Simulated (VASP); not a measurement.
# RPA total energies of GaN

Aim: total energies of GaN from exact exchange and RPA correlation, beside cheaper functionals. The scan starts from a database cell, scaled to the smallest volume of the series. The cell is of the zinc-blende type, one of the forms listed for this formula. The start is a computed cell from the Materials Project.

Program: VASP 6.6.1. Level of theory: LDA; plane waves and PAW (Ga_d_GW, N_GW), in the first sound run; inputs show where later runs differ. Results are calculated unless marked as measured.

Most raw output is cut from this account.

## Step 1: Set-up

It takes space group F-43m (No. 216, cubic). The conventional cell has a = 4.383 Å, b = 4.383 Å, c = 4.383 Å, α = 90.00°, β = 90.00°, γ = 90.00°. Nearest to Ga lie 4 N at 1.90 Å. N has 4 Ga at 1.90 Å nearest. Farther neighbours and most contacts between anions are not listed.

Coordinates:

```
Ga N
1.0
     0.00000    2.19173    2.19173
     2.19173    0.00000    2.19173
     2.19173    2.19173    0.00000
Ga N
1 1
Cartesian
  0.0000 0.0000 0.0000
  1.0959 1.0959 1.0959
```

## Step 2: Orbitals, volume ratio 0.92

RPA gives no stress here, so the energy is scanned over volumes, at one cutoff and mesh. Volumes are given as ratios to a reference cell, and this first cell is that cell scaled to 0.92. Each point starts from LDA orbitals, tightly converged.

File INCAR:

```
SYSTEM = GaN
PREC = Accurate
ENCUT = 470
EDIFF = 1E-08
NELM = 100
ISMEAR = 0
SIGMA = 0.05
LREAL = .FALSE.
ALGO = Normal
GGA = CA
NBANDS = 15
LORBIT = 11
LWAVE = .TRUE.
LCHARG = .FALSE.
KPAR = 4
```

File POSCAR:

```
GaN
1.0
    0.0000000000      2.1917295107      2.1917295107
    2.1917295107      0.0000000000      2.1917295107
    2.1917295107      2.1917295107      0.0000000000
Ga N
1 1
Direct
    0.0000000000      0.0000000000      0.0000000000
    0.2500000000      0.2500000000      0.2500000000
```

File KPOINTS:

```
Automatic mesh
0
Gamma
6 6 6
0 0 0
```

PAW data sets: Ga_d_GW and N_GW (LDA family, release 64).

On the command line:

```sh
> mpirun -np 4 vasp_std
```

Elapsed: 1.8 s, on 4 MPI ranks of Intel Xeon 6975P-C (Granite Rapids), shared host; peak memory 0.45 GiB.

The gap is read on the k-mesh alone, so it is an upper bound where the band edges lie off the mesh.

A gap read on the k-mesh alone can miss the band edges.

This step gave:

* free energy (TOTEN): -13.90 eV
* Fermi energy: 6.059 eV
* pressure: 11.21 GPa
* gap on the k-mesh: 2.290 eV
* least direct gap on the k-mesh: 2.290 eV

The printed pressure carries a basis-set error: in the mean of the scan, the starting functional's lies 1.2 GPa under the slope of its energy curve.

## Step 3: Exact exchange, volume ratio 0.92

This step: Hartree-Fock energy on LDA orbitals; plane waves and PAW (Ga_d_GW, N_GW) (VASP 6.6.1).

The Hartree-Fock energy is evaluated once on these orbitals (ALGO = Eigenval, NELM = 1), without letting them relax. It uses the mesh of the correlation step, and the total energy is their sum.

File INCAR:

```
SYSTEM = GaN
PREC = Accurate
ENCUT = 470
ISMEAR = 0
SIGMA = 0.05
LREAL = .FALSE.
GGA = CA
NBANDS = 15
ALGO = Eigenval
NELM = 1
LHFCALC = .TRUE.
AEXX = 1
ALDAC = 0
AGGAC = 0
PRECFOCK = Normal
LWAVE = .FALSE.
LCHARG = .FALSE.
```

POSCAR is that of step 2.

KPOINTS is that of step 2.

The run starts from files that an earlier step left in the folder.

On the command line:

```sh
> mpirun -np 4 vasp_std
```

Wall time 54 s (4 MPI ranks); peak memory 0.4 GiB.

Numbers from this step:

| Item | Value |
| --- | --- |
| free energy (TOTEN) | -22.59 eV |

The Hartree-Fock energy on these orbitals is -11.2930 eV an atom.

## Step 4: Empty bands, volume ratio 0.92

This step: LDA; plane waves and PAW (Ga_d_GW, N_GW) (VASP 6.6.1).

The next step needs empty bands that the ground-state run didn't converge, so the Hamiltonian is diagonalised exactly for NBANDS bands, in a single step. LOPTICS writes the k-derivatives of the orbitals (WAVEDER), which give the long-wavelength limit of the screening.

File INCAR:

```
SYSTEM = GaN
PREC = Accurate
ENCUT = 470
ISMEAR = 0
SIGMA = 0.05
LREAL = .FALSE.
GGA = CA
NBANDS = 528
ALGO = Exact
NELM = 1
LWAVE = .TRUE.
LCHARG = .FALSE.
LOPTICS = .TRUE.
NEDOS = 1000
CSHIFT = 0.1
```

POSCAR is that of step 3.

KPOINTS is that of step 3.

On the command line:

```sh
> mpirun -np 4 vasp_std
```

Wall time 4.6 s (4 MPI ranks); peak memory 0.6 GiB; 12 s of CPU time.

WAVECAR now holds 528 bands for 18 electrons. Its independent-particle dielectric tensor has xx, yy, zz = 6.2, 6.2, 6.2 on this mesh, which isn't tested for convergence in mesh or bands and lacks local fields.

## Step 5: RPA correlation, volume ratio 0.92

This step: RPA correlation on LDA orbitals; plane waves and PAW (Ga_d_GW, N_GW) (VASP 6.6.1).

The RPA correlation energy follows from the response function on imaginary frequencies; VASP computes it for a row of response cutoffs and extrapolates.

File INCAR:

```
SYSTEM = GaN
PREC = Accurate
ENCUT = 470
ISMEAR = 0
SIGMA = 0.05
LREAL = .FALSE.
GGA = CA
NBANDS = 528
ALGO = ACFDT
ENCUTGW = 200
NOMEGA = 12
PRECFOCK = Fast
LWAVE = .FALSE.
LCHARG = .FALSE.
```

POSCAR is that of step 4.

KPOINTS is that of step 4.

On the command line:

```sh
> mpirun -np 4 vasp_std
```

It took 5.2 min on 4 MPI ranks; peak memory 1.7 GiB; 14 min of CPU time.

Numbers from this step:

| Item | Value |
| --- | --- |
| RPA correlation energy | -20.32 eV |

Extrapolated by the program to an infinite response cutoff, the correlation energy is -10.160 eV an atom. With exact exchange the total is -21.4526 eV an atom.

## Step 6: Comparison: r2SCAN, volume ratio 0.92

This step: r2SCAN; plane waves and PAW (Ga_d_GW, N_GW) (VASP 6.6.1).

For comparison the same cell is computed with r2SCAN.

File INCAR:

```
SYSTEM = GaN
PREC = Accurate
ENCUT = 470
EDIFF = 1E-06
NELM = 100
ISMEAR = 0
SIGMA = 0.05
LREAL = .FALSE.
ALGO = Normal
METAGGA = R2SCAN
LASPH = .TRUE.
NBANDS = 15
LWAVE = .FALSE.
LCHARG = .FALSE.
KPAR = 4
```

POSCAR is that of step 5.

KPOINTS is that of step 5.

On the command line:

```sh
> mpirun -np 4 vasp_std
```

Wall time 8.8 s (4 MPI ranks); peak memory 0.49 GiB.

The PAW data sets were made with LDA, a small mismatch for this functional.

Numbers from this step:

* free energy (TOTEN): -156.9122 eV
* Fermi energy: 6.141 eV
* pressure: 19.33 GPa
* gap on the k-mesh: 2.678 eV
* least direct gap on the k-mesh: 2.678 eV

Its energy is -78.4561 eV an atom, on a zero of its own.

## Step 7: Orbitals for comparison: HSE06, volume ratio 0.92

This step: LDA; plane waves and PAW (Ga_d_GW, N_GW) (VASP 6.6.1).

A hybrid converges faster from good orbitals, so a cheap LDA run writes WAVECAR first.

File INCAR:

```
SYSTEM = GaN
PREC = Accurate
ENCUT = 470
EDIFF = 1E-05
NELM = 100
ISMEAR = 0
SIGMA = 0.05
LREAL = .FALSE.
ALGO = Normal
GGA = CA
NBANDS = 15
LORBIT = 11
LWAVE = .TRUE.
LCHARG = .FALSE.
KPAR = 4
```

POSCAR is that of step 6.

KPOINTS is that of step 6.

On the command line:

```sh
> mpirun -np 4 vasp_std
```

The job ended after 1.8 s (4 MPI ranks; peak memory 0.45 GiB).

Numbers from this step:

| Quantity | Value |
| --- | --- |
| free energy (TOTEN) | -13.90 eV |
| Fermi energy | 6.059 eV |
| pressure | 11.34 GPa |
| gap on the k-mesh | 2.289 eV |
| least direct gap on the k-mesh | 2.289 eV |

The run ends at a pressure of 11.34 GPa.

## Step 8: Comparison: HSE06, volume ratio 0.92

This step: HSE06; plane waves and PAW (Ga_d_GW, N_GW) (VASP 6.6.1).

For comparison the same cell is computed with HSE06.

File INCAR:

```
SYSTEM = GaN
PREC = Accurate
ENCUT = 470
EDIFF = 1E-06
NELM = 100
ISMEAR = 0
SIGMA = 0.05
LREAL = .FALSE.
ALGO = Normal
LHFCALC = .TRUE.
AEXX = 0.25
GGA = PE
HFSCREEN = 0.2
LASPH = .TRUE.
NBANDS = 15
PRECFOCK = Fast
LWAVE = .FALSE.
LCHARG = .FALSE.
KPAR = 4
```

POSCAR is that of step 7.

KPOINTS is that of step 7.

The WAVECAR or CHGCAR of an earlier step is read.

On the command line:

```sh
> mpirun -np 4 vasp_std
```

It took 1.8 min on 4 MPI ranks; peak memory 0.89 GiB.

This step gave:

```yaml
free_energy_toten: -14.65 eV
fermi_energy: 5.514 eV
gap_on_the_k_mesh: 3.620 eV
least_direct_gap_on_the_k_mesh: 3.620 eV
```

Its energy is -7.3246 eV an atom, on a zero of its own.

## Step 9: Orbitals, volume ratio 0.96

This step: LDA; plane waves and PAW (Ga_d_GW, N_GW) (VASP 6.6.1).

The same chain follows at a volume ratio of 0.96.

File INCAR:

```
SYSTEM = GaN
PREC = Accurate
ENCUT = 470
EDIFF = 1E-08
NELM = 100
ISMEAR = 0
SIGMA = 0.05
LREAL = .FALSE.
ALGO = Normal
GGA = CA
NBANDS = 15
LORBIT = 11
LWAVE = .TRUE.
LCHARG = .FALSE.
KPAR = 4
```

File POSCAR:

```
GaN
1.0
    0.0000000000      2.2230441631      2.2230441631
    2.2230441631      0.0000000000      2.2230441631
    2.2230441631      2.2230441631      0.0000000000
Ga N
1 1
Direct
    0.0000000000      0.0000000000      0.0000000000
    0.2500000000      0.2500000000      0.2500000000
```

KPOINTS is that of step 8.

On the command line:

```sh
> mpirun -np 4 vasp_std
```

Run time: 2.2 s. Hardware: 4 MPI ranks; peak memory 0.44 GiB.

The printed pressure carries a basis-set error: in the mean of the scan, the starting functional's lies 1.2 GPa under the slope of its energy curve.

## Step 10: Exact exchange, volume ratio 0.96

This step: Hartree-Fock energy on LDA orbitals; plane waves and PAW (Ga_d_GW, N_GW) (VASP 6.6.1).

Exact exchange at this point.

File INCAR:

```
SYSTEM = GaN
PREC = Accurate
ENCUT = 470
ISMEAR = 0
SIGMA = 0.05
LREAL = .FALSE.
GGA = CA
NBANDS = 15
ALGO = Eigenval
NELM = 1
LHFCALC = .TRUE.
AEXX = 1
ALDAC = 0
AGGAC = 0
PRECFOCK = Normal
LWAVE = .FALSE.
LCHARG = .FALSE.
```

POSCAR is that of step 9.

KPOINTS is that of step 9.

The run starts from files that an earlier step left in the folder.

On the command line:

```sh
> mpirun -np 4 vasp_std
```

The job ended after 61 s (4 MPI ranks; peak memory 0.43 GiB; 2.7 min of CPU time).

The Hartree-Fock energy on these orbitals is -11.3312 eV an atom.

## Step 11: Empty bands, volume ratio 0.96

This step: LDA; plane waves and PAW (Ga_d_GW, N_GW) (VASP 6.6.1).

The empty bands are made again, for the run that follows.

File INCAR:

```
SYSTEM = GaN
PREC = Accurate
ENCUT = 470
ISMEAR = 0
SIGMA = 0.05
LREAL = .FALSE.
GGA = CA
NBANDS = 528
ALGO = Exact
NELM = 1
LWAVE = .TRUE.
LCHARG = .FALSE.
LOPTICS = .TRUE.
NEDOS = 1000
CSHIFT = 0.1
```

POSCAR is that of step 10.

KPOINTS is that of step 10.

On the command line:

```sh
> mpirun -np 4 vasp_std
```

The job ended after 4.6 s (4 MPI ranks; peak memory 0.6 GiB).

## Step 12: RPA correlation, volume ratio 0.96

This step: RPA correlation on LDA orbitals; plane waves and PAW (Ga_d_GW, N_GW) (VASP 6.6.1).

RPA correlation at this point.

File INCAR:

```
SYSTEM = GaN
PREC = Accurate
ENCUT = 470
ISMEAR = 0
SIGMA = 0.05
LREAL = .FALSE.
GGA = CA
NBANDS = 528
ALGO = ACFDT
ENCUTGW = 200
NOMEGA = 12
PRECFOCK = Fast
LWAVE = .FALSE.
LCHARG = .FALSE.
```

POSCAR is that of step 11.

KPOINTS is that of step 11.

On the command line:

```sh
> mpirun -np 4 vasp_std
```

The job ended after 5.6 min (4 MPI ranks; peak memory 1.6 GiB).

Extrapolated by the program to an infinite response cutoff, the correlation energy is -10.168 eV an atom, -9 meV against the point before. With exact exchange the total is -21.4997 eV an atom.

## Step 13: Comparison: r2SCAN, volume ratio 0.96

This step: r2SCAN; plane waves and PAW (Ga_d_GW, N_GW) (VASP 6.6.1).

The comparison at this point.

File INCAR:

```
SYSTEM = GaN
PREC = Accurate
ENCUT = 470
EDIFF = 1E-06
NELM = 100
ISMEAR = 0
SIGMA = 0.05
LREAL = .FALSE.
ALGO = Normal
METAGGA = R2SCAN
LASPH = .TRUE.
NBANDS = 15
LWAVE = .FALSE.
LCHARG = .FALSE.
KPAR = 4
```

POSCAR is that of step 12.

KPOINTS is that of step 12.

On the command line:

```sh
> mpirun -np 4 vasp_std
```

Elapsed: 7.6 s, on 4 MPI ranks; peak memory 0.51 GiB; 20 s of CPU time.

Its energy is -78.4978 eV an atom, on a zero of its own.

## Step 14: Orbitals for comparison: HSE06, volume ratio 0.96

This step: LDA; plane waves and PAW (Ga_d_GW, N_GW) (VASP 6.6.1).

Starting orbitals, as before.

File INCAR:

```
SYSTEM = GaN
PREC = Accurate
ENCUT = 470
EDIFF = 1E-05
NELM = 100
ISMEAR = 0
SIGMA = 0.05
LREAL = .FALSE.
ALGO = Normal
GGA = CA
NBANDS = 15
LORBIT = 11
LWAVE = .TRUE.
LCHARG = .FALSE.
KPAR = 4
```

POSCAR is that of step 13.

KPOINTS is that of step 13.

On the command line:

```sh
> mpirun -np 4 vasp_std
```

Elapsed: 1.8 s, on 4 MPI ranks; peak memory 0.46 GiB; 3.4 s of CPU time.

The run ends at a pressure of 1.53 GPa.

## Step 15: Comparison: HSE06, volume ratio 0.96

This step: HSE06; plane waves and PAW (Ga_d_GW, N_GW) (VASP 6.6.1).

File INCAR:

```
SYSTEM = GaN
PREC = Accurate
ENCUT = 470
EDIFF = 1E-06
NELM = 100
ISMEAR = 0
SIGMA = 0.05
LREAL = .FALSE.
ALGO = Normal
LHFCALC = .TRUE.
AEXX = 0.25
GGA = PE
HFSCREEN = 0.2
LASPH = .TRUE.
NBANDS = 15
PRECFOCK = Fast
LWAVE = .FALSE.
LCHARG = .FALSE.
KPAR = 4
```

POSCAR is that of step 14.

KPOINTS is that of step 14.

The WAVECAR or CHGCAR of an earlier step is read.

On the command line:

```sh
> mpirun -np 4 vasp_std
```

Wall time 99 s (4 MPI ranks); peak memory 0.88 GiB.

Its energy is -7.3618 eV an atom, on a zero of its own.

## Step 16: Orbitals, volume ratio 0.99

This step: LDA; plane waves and PAW (Ga_d_GW, N_GW) (VASP 6.6.1).

The same chain follows at a volume ratio of 0.99.

File INCAR:

```
SYSTEM = GaN
PREC = Accurate
ENCUT = 470
EDIFF = 1E-08
NELM = 100
ISMEAR = 0
SIGMA = 0.05
LREAL = .FALSE.
ALGO = Normal
GGA = CA
NBANDS = 15
LORBIT = 11
LWAVE = .TRUE.
LCHARG = .FALSE.
KPAR = 4
```

File POSCAR:

```
GaN
1.0
    0.0000000000      2.2459637599      2.2459637599
    2.2459637599      0.0000000000      2.2459637599
    2.2459637599      2.2459637599      0.0000000000
Ga N
1 1
Direct
    0.0000000000      0.0000000000      0.0000000000
    0.2500000000      0.2500000000      0.2500000000
```

KPOINTS is that of step 15.

On the command line:

```sh
> mpirun -np 4 vasp_std
```

Elapsed: 1.8 s, on 4 MPI ranks; peak memory 0.46 GiB; 3.3 s of CPU time.

The printed pressure carries a basis-set error: in the mean of the scan, the starting functional's lies 1.2 GPa under the slope of its energy curve.

## Step 17: Exact exchange, volume ratio 0.99

This step: Hartree-Fock energy on LDA orbitals; plane waves and PAW (Ga_d_GW, N_GW) (VASP 6.6.1).

File INCAR:

```
SYSTEM = GaN
PREC = Accurate
ENCUT = 470
ISMEAR = 0
SIGMA = 0.05
LREAL = .FALSE.
GGA = CA
NBANDS = 15
ALGO = Eigenval
NELM = 1
LHFCALC = .TRUE.
AEXX = 1
ALDAC = 0
AGGAC = 0
PRECFOCK = Normal
LWAVE = .FALSE.
LCHARG = .FALSE.
```

POSCAR is that of step 16.

KPOINTS is that of step 16.

The WAVECAR or CHGCAR of an earlier step is read.

On the command line:

```sh
> mpirun -np 4 vasp_std
```

It took 53 s on 4 MPI ranks; peak memory 0.43 GiB; 2.5 min of CPU time.

The Hartree-Fock energy on these orbitals is -11.3388 eV an atom.

## Step 18: Empty bands, volume ratio 0.99

This step: LDA; plane waves and PAW (Ga_d_GW, N_GW) (VASP 6.6.1).

File INCAR:

```
SYSTEM = GaN
PREC = Accurate
ENCUT = 470
ISMEAR = 0
SIGMA = 0.05
LREAL = .FALSE.
GGA = CA
NBANDS = 544
ALGO = Exact
NELM = 1
LWAVE = .TRUE.
LCHARG = .FALSE.
LOPTICS = .TRUE.
NEDOS = 1000
CSHIFT = 0.1
```

POSCAR is that of step 17.

KPOINTS is that of step 17.

On the command line:

```sh
> mpirun -np 4 vasp_std
```

Run time: 4.4 s. Hardware: 4 MPI ranks; peak memory 0.57 GiB.

WAVECAR now holds 544 bands for 18 electrons.

## Step 19: RPA correlation, volume ratio 0.99

This step: RPA correlation on LDA orbitals; plane waves and PAW (Ga_d_GW, N_GW) (VASP 6.6.1).

File INCAR:

```
SYSTEM = GaN
PREC = Accurate
ENCUT = 470
ISMEAR = 0
SIGMA = 0.05
LREAL = .FALSE.
GGA = CA
NBANDS = 544
ALGO = ACFDT
ENCUTGW = 200
NOMEGA = 12
PRECFOCK = Fast
LWAVE = .FALSE.
LCHARG = .FALSE.
```

POSCAR is that of step 18.

KPOINTS is that of step 18.

On the command line:

```sh
> mpirun -np 4 vasp_std
```

The job ended after 5.8 min (4 MPI ranks; peak memory 1.7 GiB).

Extrapolated by the program to an infinite response cutoff, the correlation energy is -10.177 eV an atom, -8 meV against the point before. With exact exchange the total is -21.5158 eV an atom.

## Step 20: Comparison: r2SCAN, volume ratio 0.99

This step: r2SCAN; plane waves and PAW (Ga_d_GW, N_GW) (VASP 6.6.1).

File INCAR:

```
SYSTEM = GaN
PREC = Accurate
ENCUT = 470
EDIFF = 1E-06
NELM = 100
ISMEAR = 0
SIGMA = 0.05
LREAL = .FALSE.
ALGO = Normal
METAGGA = R2SCAN
LASPH = .TRUE.
NBANDS = 15
LWAVE = .FALSE.
LCHARG = .FALSE.
KPAR = 4
```

POSCAR is that of step 19.

KPOINTS is that of step 19.

On the command line:

```sh
> mpirun -np 4 vasp_std
```

It took 8 s on 4 MPI ranks; peak memory 0.49 GiB.

Its energy is -78.5104 eV an atom, on a zero of its own.

## Step 21: Orbitals for comparison: HSE06, volume ratio 0.99

This step: LDA; plane waves and PAW (Ga_d_GW, N_GW) (VASP 6.6.1).

File INCAR:

```
SYSTEM = GaN
PREC = Accurate
ENCUT = 470
EDIFF = 1E-05
NELM = 100
ISMEAR = 0
SIGMA = 0.05
LREAL = .FALSE.
ALGO = Normal
GGA = CA
NBANDS = 15
LORBIT = 11
LWAVE = .TRUE.
LCHARG = .FALSE.
KPAR = 4
```

POSCAR is that of step 20.

KPOINTS is that of step 20.

On the command line:

```sh
> mpirun -np 4 vasp_std
```

Run time: 1.8 s. Hardware: 4 MPI ranks; peak memory 0.46 GiB; 3.1 s of CPU time.

The run ends at a pressure of -4.55 GPa.

## Step 22: Comparison: HSE06, volume ratio 0.99

This step: HSE06; plane waves and PAW (Ga_d_GW, N_GW) (VASP 6.6.1).

File INCAR:

```
SYSTEM = GaN
PREC = Accurate
ENCUT = 470
EDIFF = 1E-06
NELM = 100
ISMEAR = 0
SIGMA = 0.05
LREAL = .FALSE.
ALGO = Normal
LHFCALC = .TRUE.
AEXX = 0.25
GGA = PE
HFSCREEN = 0.2
LASPH = .TRUE.
NBANDS = 15
PRECFOCK = Fast
LWAVE = .FALSE.
LCHARG = .FALSE.
KPAR = 4
```

POSCAR is that of step 21.

KPOINTS is that of step 21.

The run starts from files that an earlier step left in the folder.

On the command line:

```sh
> mpirun -np 4 vasp_std
```

The job ended after 1.8 min (4 MPI ranks; peak memory 0.87 GiB; 4.7 min of CPU time).

Its energy is -7.3714 eV an atom, on a zero of its own.

## Step 23: Orbitals, volume ratio 1.02

This step: LDA; plane waves and PAW (Ga_d_GW, N_GW) (VASP 6.6.1).

The same chain follows at a volume ratio of 1.02.

File INCAR:

```
SYSTEM = GaN
PREC = Accurate
ENCUT = 470
EDIFF = 1E-08
NELM = 100
ISMEAR = 0
SIGMA = 0.05
LREAL = .FALSE.
ALGO = Normal
GGA = CA
NBANDS = 15
LORBIT = 11
LWAVE = .TRUE.
LCHARG = .FALSE.
KPAR = 4
```

File POSCAR:

```
GaN
1.0
    0.0000000000      2.2684248875      2.2684248875
    2.2684248875      0.0000000000      2.2684248875
    2.2684248875      2.2684248875      0.0000000000
Ga N
1 1
Direct
    0.0000000000      0.0000000000      0.0000000000
    0.2500000000      0.2500000000      0.2500000000
```

KPOINTS is that of step 22.

On the command line:

```sh
> mpirun -np 4 vasp_std
```

Elapsed: 2.2 s, on 4 MPI ranks; peak memory 0.43 GiB; 4.1 s of CPU time.

The printed pressure carries a basis-set error: in the mean of the scan, the starting functional's lies 1.2 GPa under the slope of its energy curve.

## Step 24: Exact exchange, volume ratio 1.02

This step: Hartree-Fock energy on LDA orbitals; plane waves and PAW (Ga_d_GW, N_GW) (VASP 6.6.1).

File INCAR:

```
SYSTEM = GaN
PREC = Accurate
ENCUT = 470
ISMEAR = 0
SIGMA = 0.05
LREAL = .FALSE.
GGA = CA
NBANDS = 15
ALGO = Eigenval
NELM = 1
LHFCALC = .TRUE.
AEXX = 1
ALDAC = 0
AGGAC = 0
PRECFOCK = Normal
LWAVE = .FALSE.
LCHARG = .FALSE.
```

POSCAR is that of step 23.

KPOINTS is that of step 23.

The run starts from files that an earlier step left in the folder.

On the command line:

```sh
> mpirun -np 4 vasp_std
```

It took 56 s on 4 MPI ranks; peak memory 0.42 GiB.

The Hartree-Fock energy on these orbitals is -11.3310 eV an atom.

## Step 25: Empty bands, volume ratio 1.02

This step: LDA; plane waves and PAW (Ga_d_GW, N_GW) (VASP 6.6.1).

File INCAR:

```
SYSTEM = GaN
PREC = Accurate
ENCUT = 470
ISMEAR = 0
SIGMA = 0.05
LREAL = .FALSE.
GGA = CA
NBANDS = 548
ALGO = Exact
NELM = 1
LWAVE = .TRUE.
LCHARG = .FALSE.
LOPTICS = .TRUE.
NEDOS = 1000
CSHIFT = 0.1
```

POSCAR is that of step 24.

KPOINTS is that of step 24.

On the command line:

```sh
> mpirun -np 4 vasp_std
```

It took 5 s on 4 MPI ranks; peak memory 0.54 GiB; 12 s of CPU time.

WAVECAR now holds 548 bands for 18 electrons.

## Step 26: RPA correlation, volume ratio 1.02

This step: RPA correlation on LDA orbitals; plane waves and PAW (Ga_d_GW, N_GW) (VASP 6.6.1).

File INCAR:

```
SYSTEM = GaN
PREC = Accurate
ENCUT = 470
ISMEAR = 0
SIGMA = 0.05
LREAL = .FALSE.
GGA = CA
NBANDS = 548
ALGO = ACFDT
ENCUTGW = 200
NOMEGA = 12
PRECFOCK = Fast
LWAVE = .FALSE.
LCHARG = .FALSE.
```

POSCAR is that of step 25.

KPOINTS is that of step 25.

On the command line:

```sh
> mpirun -np 4 vasp_std
```

Elapsed: 6.3 min, on 4 MPI ranks; peak memory 1.7 GiB.

Extrapolated by the program to an infinite response cutoff, the correlation energy is -10.187 eV an atom, -10 meV against the point before. With exact exchange the total is -21.5177 eV an atom.

(Continued in part 2 of 2.)

[Lines on the potential files, build, host, timing and source positions are cut from VASP's logs without a mark.]

[Logs are printed without paths, hosts, clocks, repeated set-up lines and the standing remarks that a program may print on its own settings, such as how far it seeks lower states.]

[Hosts, paths, dates, database ids (printed as entryN), source tags and the programs' standing remarks are cut or masked in the printed files.]

[Pressures printed for these runs are not shown converged in the cutoff: they can be off by several GPa and have the wrong sign.]
